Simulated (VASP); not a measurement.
These are PBE GGA, VASP's PBE PAW potentials (set 64) (plane waves; VASP) values and carry that method's errors.

The input files of a VASP run:

### KPOINTS
```
kpoints
0
Gamma
  1 1 1
```

**INCAR**
```
SYSTEM  =  Ga31ZnP32
PREC  =  Normal; ENCUT  =  400; LREAL  =  Auto
LASPH  =  T; ISYM  =  0
EDIFF  =  1E-5; NELM  =  100; NELMIN  =  4
ALGO  =  Fast; LMAXMIX  =  4
ISMEAR  =  0; SIGMA  =  0.05
GGA  =  PE
ISPIN  =  2; MAGMOM  =  64*0.0156; NUPDOWN  =  1
IBRION  =  2; NSW  =  60; ISIF  =  2
EDIFFG  =  -0.03
LWAVE  =  T; LCHARG  =  F; LORBIT  =  10
```

File POSCAR:
```
Ga31ZnP32
1.0
 11.0671092084   0.0000000000   0.0000000000
  0.0000000000  11.0671092084   0.0000000000
  0.0000000000   0.0000000000  11.0671092084
Ga P Zn
31 32 1
Cartesian
  5.5335546042   0.0000000000   0.0000000000
  8.3003319063   2.7667773021   0.0000000000
  8.3003319063   0.0000000000   2.7667773021
  0.0000000000   0.0000000000   0.0000000000
  2.7667773021   2.7667773021   0.0000000000
  5.5335546042   5.5335546042   0.0000000000
  8.3003319063   8.3003319063   0.0000000000
  2.7667773021   0.0000000000   2.7667773021
  5.5335546042   2.7667773021   2.7667773021
  8.3003319063   5.5335546042   2.7667773021
  5.5335546042   0.0000000000   5.5335546042
  8.3003319063   2.7667773021   5.5335546042
  8.3003319063   0.0000000000   8.3003319063
  0.0000000000   5.5335546042   0.0000000000
  2.7667773021   8.3003319063   0.0000000000
  0.0000000000   2.7667773021   2.7667773021
  2.7667773021   5.5335546042   2.7667773021
  5.5335546042   8.3003319063   2.7667773021
  0.0000000000   0.0000000000   5.5335546042
  2.7667773021   2.7667773021   5.5335546042
  8.3003319063   8.3003319063   5.5335546042
  2.7667773021   0.0000000000   8.3003319063
  5.5335546042   2.7667773021   8.3003319063
  8.3003319063   5.5335546042   8.3003319063
  0.0000000000   8.3003319063   2.7667773021
  0.0000000000   5.5335546042   5.5335546042
  2.7667773021   8.3003319063   5.5335546042
  0.0000000000   2.7667773021   8.3003319063
  2.7667773021   5.5335546042   8.3003319063
  5.5335546042   8.3003319063   8.3003319063
  0.0000000000   8.3003319063   8.3003319063
  6.9169432552   1.3833886510   1.3833886510
  9.6837205574   4.1501659532   1.3833886510
  9.6837205574   1.3833886510   4.1501659532
  1.3833886510   1.3833886510   1.3833886510
  4.1501659532   4.1501659532   1.3833886510
  6.9169432552   6.9169432552   1.3833886510
  9.6837205574   9.6837205574   1.3833886510
  4.1501659532   1.3833886510   4.1501659532
  6.9216799780   4.1976106503   4.1905055662
  9.6837205574   6.9169432552   4.1501659532
  6.9169432552   1.3833886510   6.9169432552
  9.6837205574   4.1501659532   6.9169432552
  9.6837205574   1.3833886510   9.6837205574
  1.3833886510   6.9169432552   1.3833886510
  4.1501659532   9.6837205574   1.3833886510
  1.3833886510   4.1501659532   4.1501659532
  4.1609010491   6.9363217635   4.1542607836
  6.9169432552   9.6837205574   4.1501659532
  1.3833886510   1.3833886510   6.9169432552
  4.1624947128   4.1977213214   6.9337541941
  6.8927837558   6.8753641260   6.9345952944
  9.6837205574   9.6837205574   6.9169432552
  4.1501659532   1.3833886510   9.6837205574
  6.9169432552   4.1501659532   9.6837205574
  9.6837205574   6.9169432552   9.6837205574
  1.3833886510   9.6837205574   4.1501659532
  1.3833886510   6.9169432552   6.9169432552
  4.1501659532   9.6837205574   6.9169432552
  1.3833886510   4.1501659532   9.6837205574
  4.1501659532   6.9169432552   9.6837205574
  6.9169432552   9.6837205574   9.6837205574
  1.3833886510   9.6837205574   9.6837205574
  5.5281649220   5.5055769521   5.5727100366
```

POTCAR, in this order: Ga P Zn (PBE.64 set). Program: vasp_gam.

Output of the run:

OSZICAR:
```
       N       E                     dE             d eps       ncg     rms          rms(c)
DAV:   1     0.167828683172E+04    0.16783E+04   -0.99205E+04   660   0.118E+03
DAV:   2    -0.660908641879E+02   -0.17444E+04   -0.16610E+04   812   0.238E+02
DAV:   3    -0.285241664574E+03   -0.21915E+03   -0.21428E+03   790   0.878E+01
DAV:   4    -0.293148996458E+03   -0.79073E+01   -0.78432E+01   792   0.193E+01
DAV:   5    -0.293366076895E+03   -0.21708E+00   -0.21640E+00   816   0.341E+00    0.275E+01
RMM:   6    -0.285060248351E+03    0.83058E+01   -0.15417E+01   660   0.642E+00    0.169E+01
RMM:   7    -0.284183616502E+03    0.87663E+00   -0.18564E+01   666   0.680E+00    0.575E+00
RMM:   8    -0.284065713875E+03    0.11790E+00   -0.18169E+00   672   0.371E+00    0.369E+00
RMM:   9    -0.283968496298E+03    0.97218E-01   -0.12743E+00   660   0.204E+00    0.123E+00
RMM:  10    -0.283939583693E+03    0.28913E-01   -0.12487E-01   660   0.918E-01    0.395E-01
RMM:  11    -0.283944913903E+03   -0.53302E-02   -0.39792E-02   707   0.375E-01    0.343E-01
RMM:  12    -0.283945273187E+03   -0.35928E-03   -0.88033E-03   660   0.216E-01    0.779E-02
RMM:  13    -0.283945606293E+03   -0.33311E-03   -0.41788E-03   667   0.120E-01    0.109E-01
RMM:  14    -0.283945609774E+03   -0.34816E-05   -0.59677E-04   695   0.660E-02    0.848E-02
RMM:  15    -0.283945582372E+03    0.27402E-04   -0.26637E-04   673   0.344E-02    0.117E-02
RMM:  16    -0.283945590940E+03   -0.85679E-05   -0.81790E-05   595   0.181E-02
   1 F= -.28394559E+03 E0= -.28392773E+03  d E =-.283946E+03  mag=     1.0000
       N       E                     dE             d eps       ncg     rms          rms(c)
DAV:   1    -0.284023042772E+03   -0.77460E-01   -0.40928E+00   744   0.359E+00    0.968E-01
RMM:   2    -0.284037782743E+03   -0.14740E-01   -0.17676E-01   660   0.936E-01    0.315E-01
RMM:   3    -0.284039711225E+03   -0.19285E-02   -0.29404E-02   673   0.399E-01    0.177E-01
RMM:   4    -0.284039867202E+03   -0.15598E-03   -0.62048E-03   719   0.184E-01    0.141E-01
RMM:   5    -0.284039775761E+03    0.91441E-04   -0.15249E-03   682   0.958E-02    0.571E-02
RMM:   6    -0.284039828537E+03   -0.52777E-04   -0.56250E-04   683   0.463E-02    0.312E-02
RMM:   7    -0.284039823223E+03    0.53142E-05   -0.12613E-04   631   0.239E-02    0.210E-02
RMM:   8    -0.284039831838E+03   -0.86143E-05   -0.64684E-05   558   0.141E-02
   2 F= -.28403983E+03 E0= -.28402134E+03  d E =-.942409E-01  mag=     1.0000
       N       E                     dE             d eps       ncg     rms          rms(c)
DAV:   1    -0.284045059662E+03   -0.52364E-02   -0.41890E-01   744   0.116E+00    0.305E-01
RMM:   2    -0.284046564029E+03   -0.15044E-02   -0.18136E-02   660   0.303E-01    0.101E-01
RMM:   3    -0.284046749428E+03   -0.18540E-03   -0.29634E-03   667   0.130E-01    0.544E-02
RMM:   4    -0.284046768549E+03   -0.19121E-04   -0.66916E-04   715   0.610E-02    0.447E-02
RMM:   5    -0.284046759422E+03    0.91273E-05   -0.15804E-04   637   0.317E-02    0.189E-02
RMM:   6    -0.284046764796E+03   -0.53744E-05   -0.57282E-05   550   0.152E-02
   3 F= -.28404676E+03 E0= -.28402814E+03  d E =-.101174E+00  mag=     1.0000
       N       E                     dE             d eps       ncg     rms          rms(c)
DAV:   1    -0.284046769106E+03   -0.96836E-05   -0.29795E-03   784   0.101E-01    0.259E-02
RMM:   2    -0.284046781970E+03   -0.12864E-04   -0.14433E-04   624   0.265E-02    0.957E-03
RMM:   3    -0.284046783760E+03   -0.17896E-05   -0.23242E-05   420   0.115E-02    0.732E-03
RMM:   4    -0.284046783929E+03   -0.16923E-06   -0.50604E-06   355   0.602E-03
   4 F= -.28404678E+03 E0= -.28402815E+03  d E =-.101193E+00  mag=     1.0000
       N       E                     dE             d eps       ncg     rms          rms(c)
DAV:   1    -0.284053291358E+03   -0.65076E-02   -0.49013E-01   696   0.130E+00    0.287E-01
RMM:   2    -0.284054538303E+03   -0.12469E-02   -0.15441E-02   660   0.283E-01    0.824E-02
RMM:   3    -0.284054736442E+03   -0.19814E-03   -0.28139E-03   679   0.123E-01    0.612E-02
RMM:   4    -0.284054737303E+03   -0.86144E-06   -0.47734E-04   713   0.557E-02    0.472E-02
RMM:   5    -0.284054724358E+03    0.12946E-04   -0.15935E-04   660   0.299E-02    0.151E-02
RMM:   6    -0.284054729540E+03   -0.51818E-05   -0.51913E-05   556   0.158E-02
   5 F= -.28405473E+03 E0= -.28403579E+03  d E =-.794561E-02  mag=     1.0000
       N       E                     dE             d eps       ncg     rms          rms(c)
DAV:   1    -0.284055754654E+03   -0.10303E-02   -0.21421E-01   760   0.856E-01    0.191E-01
RMM:   2    -0.284056324318E+03   -0.56966E-03   -0.69736E-03   660   0.189E-01    0.557E-02
RMM:   3    -0.284056418965E+03   -0.94646E-04   -0.12828E-03   682   0.829E-02    0.438E-02
RMM:   4    -0.284056418552E+03    0.41210E-06   -0.21025E-04   712   0.373E-02    0.330E-02
RMM:   5    -0.284056412985E+03    0.55675E-05   -0.76764E-05   637   0.204E-02
   6 F= -.28405641E+03 E0= -.28403733E+03  d E =-.962906E-02  mag=     1.0000
       N       E                     dE             d eps       ncg     rms          rms(c)
DAV:   1    -0.284056424366E+03   -0.58137E-05   -0.47294E-03   776   0.126E-01    0.319E-02
RMM:   2    -0.284056436033E+03   -0.11666E-04   -0.16630E-04   660   0.288E-02    0.104E-02
RMM:   3    -0.284056439608E+03   -0.35751E-05   -0.38896E-05   466   0.138E-02    0.710E-03
RMM:   4    -0.284056439823E+03   -0.21518E-06   -0.53490E-06   368   0.619E-03
   7 F= -.28405644E+03 E0= -.28403734E+03  d E =-.965589E-02  mag=     1.0000
       N       E                     dE             d eps       ncg     rms          rms(c)
DAV:   1    -0.284058640115E+03   -0.22005E-02   -0.12042E-01   680   0.656E-01    0.156E-01
RMM:   2    -0.284059038153E+03   -0.39804E-03   -0.47197E-03   660   0.160E-01    0.500E-02
RMM:   3    -0.284059121715E+03   -0.83562E-04   -0.97211E-04   698   0.708E-02    0.415E-02
RMM:   4    -0.284059121069E+03    0.64644E-06   -0.13106E-04   651   0.310E-02    0.288E-02
RMM:   5    -0.284059117614E+03    0.34551E-05   -0.55690E-05   548   0.172E-02
   8 F= -.28405912E+03 E0= -.28403991E+03  d E =-.267779E-02  mag=     1.0000
       N       E                     dE             d eps       ncg     rms          rms(c)
DAV:   1    -0.284059440914E+03   -0.31984E-03   -0.14564E-01   712   0.717E-01    0.174E-01
RMM:   2    -0.284059919759E+03   -0.47885E-03   -0.57831E-03   660   0.175E-01    0.569E-02
RMM:   3    -0.284060029767E+03   -0.11001E-03   -0.12369E-03   699   0.788E-02    0.460E-02
RMM:   4    -0.284060029203E+03    0.56434E-06   -0.16519E-04   667   0.347E-02    0.313E-02
RMM:   5    -0.284060026228E+03    0.29744E-05   -0.70186E-05   612   0.194E-02
   9 F= -.28406003E+03 E0= -.28404077E+03  d E =-.358641E-02  mag=     1.0000
       N       E                     dE             d eps       ncg     rms          rms(c)
DAV:   1    -0.284061068486E+03   -0.10393E-02   -0.94597E-02   712   0.594E-01    0.159E-01
RMM:   2    -0.284061432534E+03   -0.36405E-03   -0.47572E-03   660   0.153E-01    0.451E-02
RMM:   3    -0.284061514101E+03   -0.81566E-04   -0.10283E-03   706   0.679E-02    0.388E-02
RMM:   4    -0.284061509757E+03    0.43433E-05   -0.11366E-04   668   0.272E-02    0.240E-02
RMM:   5    -0.284061508986E+03    0.77146E-06   -0.63060E-05   614   0.164E-02
  10 F= -.28406151E+03 E0= -.28404225E+03  d E =-.148276E-02  mag=     1.0000
```

OUTCAR:
```
------------------------ aborting loop because EDIFF is reached ----------------------------------------
  FORCE on cell =-STRESS in cart. coord.  units (eV):
  Direction    XX          YY          ZZ          XY          YZ          ZX
  --------------------------------------------------------------------------------------
  Total        2.2138955      2.1953446      2.2205079     -0.1895656      0.0022036      0.1276167
  in kB        2.6167674      2.5948407      2.6245831     -0.2240616      0.0026046      0.1508396
  external PRESSURE =       2.6120637 kB  Pullay stress =       0.0000000 kB
  volume of cell :     1355.51
      direct lattice vectors                 reciprocal lattice vectors
    11.067109208  0.000000000  0.000000000     0.090357832  0.000000000  0.000000000
     0.000000000 11.067109208  0.000000000     0.000000000  0.090357832  0.000000000
     0.000000000  0.000000000 11.067109208     0.000000000  0.000000000  0.090357832
  FREE ENERGIE OF THE ION-ELECTRON SYSTEM (eV)
  ---------------------------------------------------
  free  energy   TOTEN  =      -284.0615089858 eV

  energy  without entropy=     -284.0229913080  energy(sigma->0) =     -284.04225015

 total charge

# of ion       s       p       d       tot
------------------------------------------
    1        1.052   1.231   0.156   2.439
    2        1.050   1.221   0.155   2.425
    3        1.050   1.221   0.155   2.426
    4        1.050   1.223   0.155   2.428
    5        1.050   1.222   0.155   2.427
    6        1.050   1.221   0.154   2.425
    7        1.050   1.222   0.155   2.426
    8        1.050   1.222   0.155   2.427
    9        1.051   1.225   0.156   2.433
   10        1.051   1.223   0.156   2.430
   11        1.050   1.222   0.155   2.427
   12        1.051   1.223   0.156   2.430
   13        1.050   1.222   0.155   2.427
   14        1.052   1.230   0.156   2.438
   15        1.050   1.221   0.155   2.425
   16        1.050   1.222   0.155   2.427
   17        1.051   1.224   0.156   2.432
   18        1.051   1.223   0.156   2.430
   19        1.052   1.231   0.156   2.439
   20        1.051   1.223   0.156   2.430
   21        1.051   1.223   0.156   2.430
   22        1.050   1.222   0.155   2.427
   23        1.051   1.222   0.156   2.429
   24        1.051   1.222   0.155   2.428
   25        1.050   1.221   0.155   2.425
   26        1.050   1.221   0.155   2.426
   27        1.051   1.223   0.156   2.430
   28        1.050   1.221   0.155   2.426
   29        1.051   1.222   0.155   2.428
   30        1.051   1.222   0.155   2.429
   31        1.050   1.222   0.155   2.426
   32        1.015   1.520   0.000   2.535
   33        1.015   1.520   0.000   2.534
   34        1.015   1.519   0.000   2.534
   35        1.014   1.519   0.000   2.533
   36        1.014   1.519   0.000   2.533
   37        1.014   1.518   0.000   2.532
   38        1.014   1.519   0.000   2.533
   39        1.014   1.519   0.000   2.533
   40        1.014   1.522   0.000   2.536
   41        1.014   1.518   0.000   2.532
   42        1.014   1.518   0.000   2.532
   43        1.014   1.517   0.000   2.532
   44        1.014   1.519   0.000   2.533
   45        1.015   1.520   0.000   2.534
   46        1.015   1.519   0.000   2.534
   47        1.014   1.518   0.000   2.532
   48        1.014   1.522   0.000   2.537
   49        1.014   1.518   0.000   2.532
   50        1.015   1.519   0.000   2.534
   51        1.014   1.522   0.000   2.536
   52        1.014   1.522   0.000   2.537
   53        1.015   1.520   0.000   2.535
   54        1.015   1.519   0.000   2.534
   55        1.014   1.517   0.000   2.532
   56        1.015   1.519   0.000   2.534
   57        1.015   1.519   0.000   2.534
   58        1.014   1.518   0.000   2.532
   59        1.014   1.518   0.000   2.532
   60        1.015   1.519   0.000   2.534
   61        1.014   1.517   0.000   2.532
   62        1.015   1.519   0.000   2.534
   63        1.014   1.519   0.000   2.533
   64        0.558   0.542   9.748  10.848
--------------------------------------------------
tot         65.588  87.066  14.560 167.214

 magnetization (x)

# of ion       s       p       d       tot
------------------------------------------
    1       -0.001   0.003   0.003   0.005
    2       -0.001   0.002   0.002   0.003
    3       -0.001   0.002   0.002   0.003
    4       -0.001   0.002   0.002   0.004
    5       -0.001   0.002   0.002   0.003
    6       -0.001   0.001   0.002   0.003
    7       -0.001   0.002   0.002   0.004
    8       -0.001   0.002   0.002   0.003
    9       -0.001   0.003   0.003   0.005
   10       -0.001   0.003   0.003   0.005
   11       -0.001   0.001   0.002   0.003
   12       -0.001   0.002   0.003   0.005
   13       -0.001   0.002   0.002   0.003
   14       -0.001   0.003   0.003   0.005
   15       -0.001   0.002   0.002   0.003
   16       -0.001   0.002   0.002   0.003
   17       -0.001   0.003   0.003   0.005
...
```
(Selected blocks of OUTCAR.)

### CONTCAR
```
Ga31ZnP32
   1.00000000000000
    11.0671092083999998    0.0000000000000000    0.0000000000000000
     0.0000000000000000   11.0671092083999998    0.0000000000000000
     0.0000000000000000    0.0000000000000000   11.0671092083999998
  Ga              P               Zn
    31    32     1
Direct
     0.5000315187753966    0.0002293946558349    0.0002729405799311
     0.7496492967770719    0.2501864332740934    0.0001603337530172
     0.7496041979109557    0.9997673502944504    0.2505544509929302
     0.0000012860892404    0.9999428729304040    0.9999626382559347
     0.2505901535340148    0.2505037569501076    0.0005314585349675
     0.4999996231115041    0.4999587454533572    0.0002449205238970
     0.7496174831193685    0.7495872272234908    0.0002468020995478
     0.2506202384642927    0.0006389470408703    0.2506449968350652
     0.5020948771579462    0.2513896755577520    0.2513543298135292
     0.7488409089444577    0.4980982175777217    0.2512343921464694
     0.5000114077518938    0.0001252365740909    0.5000514768265282
     0.7488945887685209    0.2512266985614987    0.4979776645864539
     0.7494682265344651    0.0003874686293456    0.7494458382189045
     0.9998989219551351    0.5000511762534253    0.0003438477787992
     0.2502377316425307    0.7498095794311487    0.0000920036595204
     0.0004565329899092    0.2505833026228140    0.2505030389276731
     0.2512450393047714    0.5021310723598692    0.2512094554181359
     0.4979799201257920    0.7489331242159132    0.2512492286779266
     0.9998167320060131    0.9999870253419084    0.5000638473201652
     0.2511469761044841    0.2512497313719541    0.5021366690676679
     0.7488075915321237    0.7487467848861223    0.5022233330571196
     0.2504137620818056    0.9998052214408349    0.7496157985182577
     0.4979960635165209    0.2512241449520010    0.7489763015212260
     0.7488617013261211    0.5020625121048163    0.7490382381985526
     0.9997205136081071    0.7496971062823505    0.2505422964765633
     0.0000941519012829    0.4999878129156197    0.5000449680846518
     0.2511506423294171    0.7489106720228721    0.4979059816444803
     0.9998950903396994    0.2503242821258626    0.7496709223404993
     0.2509131299825815    0.4981906069222445    0.7491856501198453
     0.5019870048135872    0.7490171871963329    0.7491357308174069
     0.0001271864904111    0.7497823346301514    0.7495083014749812
     0.6248573830066075    0.1247762651981100    0.1252484680902139
     0.8751875847218619    0.3749716916752923    0.1251113112225976
     0.8752508347188245    0.1249150785467924    0.3750769665701263
     0.1250774330985558    0.1250432625510263    0.1251238306356171
     0.3752374511000732    0.3751839481114488    0.1260045332415676
     0.6248662019870171    0.6248762944068758    0.1258336052522363
     0.8749238556370674    0.8749529054689074    0.1250788450935442
     0.3753054032846977    0.1259602387485688    0.3753590106768996
     0.6240601544134912    0.3761092399253362    0.3761783231106049
     0.8743296216030226    0.6248828279242102    0.3753128461579498
     0.6247959313950059    0.1258064343031750    0.6248019504249267
     0.8744026988947766    0.3751000405047283    0.6250063462705647
     0.8749568804968250    0.1249449618443526    0.8750037601406121
     0.1247294270584307    0.6249394215096095    0.1250640120127270
     0.3750038142798561    0.8754223965338535    0.1250714616545341
     0.1258441820477869    0.3752134512122042    0.3752033938536231
     0.3759349156213846    0.6241757313002685    0.3759365117061929
     0.6248890478201875    0.8742597346594515    0.3753646292514708
     0.1247425488985477    0.1246148292325929    0.6250711031773533
     0.3756007250821704    0.3758962979135130    0.6246095747080982
     0.6240629390466452    0.6242179512143219    0.6246090640930205
     0.8750385420493916    0.8752582696441744    0.6250252873495836
     0.3749319138417332    0.1247354928827031    0.8753890173797750
     0.6249726361636561    0.3749159806783389    0.8746724786147926
     0.8753553561451767    0.6250645709339450    0.8753538142105510
     0.1248907673941836    0.8754392249760837    0.3750480712677722
     0.1256430482887611    0.6249799535422742    0.6248623576324033
     0.3751684792442871    0.8743705580095401    0.6248774008749762
     0.1247001685947297    0.3748261448674907    0.8755849030333437
     0.3750118500042410    0.6250494227845003    0.8747444712903960
     0.6251049736306573    0.8754741737220865    0.8754466116537232
     0.1250028061119528    0.8749597250613422    0.8749526660958993
     0.4997899253289733    0.5001777783136226    0.5005125169816523
```

The supercell is sampled at Γ alone, which is coarse: total energies, pressure and levels can be off, energies of defects by several tenths of an eV.

The cell is a supercell with a defect, built from GaP (zinc blende): Zn_Ga.
